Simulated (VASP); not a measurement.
Given:

```
CELL_PARAMETERS angstrom
      0.00000     2.24767     2.24767
      2.24767     0.00000     2.24767
      2.24767     2.24767     0.00000
ATOMIC_POSITIONS crystal
  Ga 0.00000 0.00000 0.00000
  N  0.25000 0.25000 0.25000
```

Method: PBEsol GGA, VASP's PBE PAW potentials (set 64) (plane waves; VASP 6.6.1). Settings: 520 eV cut-off, 11×11×11 Γ-centred mesh, tetrahedra with Blöchl corrections, potentials Ga_d N.

Task: Tabulate the total density of states (states/eV per cell) against energy (eV; zero at the valence-band maximum or, without a gap, the Fermi level).

Result: 
```
E (eV) | DOS (states/eV)
    -9.97 |  0.00
    -9.73 |  0.00
    -9.49 |  0.00
    -9.25 |  0.00
    -8.89 |  0.00
    -8.65 |  0.00
    -8.41 |  0.00
    -8.17 |  0.00
    -7.93 |  0.00
    -7.69 |  0.00
    -7.45 |  0.00
    -7.21 |  0.00
    -6.85 | ### 0.21
    -6.61 | ##### 0.39
    -6.37 | ####### 0.54
    -6.13 | ############# 1.04
    -5.89 | ############################## 2.43
    -5.65 | ######### 0.69
    -5.41 | ####### 0.54
    -5.05 | #### 0.34
    -4.81 | #### 0.31
    -4.57 | ### 0.27
    -4.33 | ### 0.27
    -4.09 | ########## 0.79
    -3.85 | ########### 0.89
    -3.61 | ########### 0.85
    -3.25 | ########### 0.90
    -3.01 | ############ 1.01
    -2.77 | ############### 1.23
    -2.53 | ################# 1.36
    -2.29 | ################# 1.35
    -2.05 | ################ 1.30
    -1.81 | ################# 1.36
    -1.57 | ################ 1.33
    -1.21 | ################# 1.41
    -0.97 | ############### 1.18
    -0.73 | ######### 0.76
    -0.49 | ####### 0.58
    -0.25 | #### 0.32
    -0.01 |  0.03
     0.23 |  0.00
     0.59 |  0.00
     0.83 |  0.00
     1.07 |  0.00
     1.31 |  0.00
     1.55 |  0.00
     1.79 |  0.00
     2.03 |  0.00
     2.39 |  0.01
     2.63 |  0.03
     2.87 |  0.04
     3.11 | # 0.05
     3.35 | # 0.08
     3.59 | ## 0.15
     3.83 | ### 0.24
     4.07 | #### 0.31
     4.43 | ###### 0.49
     4.67 | ######### 0.73
     4.91 | ########## 0.84
     5.15 | ########### 0.86
```
Within 2 eV below the valence-band maximum the largest weight inside VASP's projection spheres is N p, then Ga p.

The compound is GaN in the zinc blende structure, a metastable form; wurtzite is the usual one. It was relaxed first.
